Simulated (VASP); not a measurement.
Energy against volume of AlN (zinc blende). Calculation: optB88-vdW, VASP's PBE PAW potentials (set 64) (plane waves; VASP). Numerical set-up: 520 eV cut-off, 10×10×10 Γ-centred mesh, Gaussian smearing of 0.050 eV, potentials Al N.

| V (Å³/atom) | E (eV/atom) |
|---|---|
| 9.963 | -6.16410 |
| 10.281 | -6.18410 |
| 10.599 | -6.19043 |
| 10.917 | -6.18498 |

Problem. Fit these four points and predict the energy of the run at 11.235 Å³/atom.

Solution. A cubic in V^(−2/3), the third-order Birch-Murnaghan form, passes through the four points with V0 = 10.60 Å³/atom and B0 = 197 GPa, and gives -6.1694 eV/atom there. The run gave -6.1694 eV/atom, +0.0 meV/atom from the fit; all five points give B0 = 197 GPa.

The compound is AlN in the zinc blende structure, a metastable form; wurtzite is the usual one. It was relaxed first.
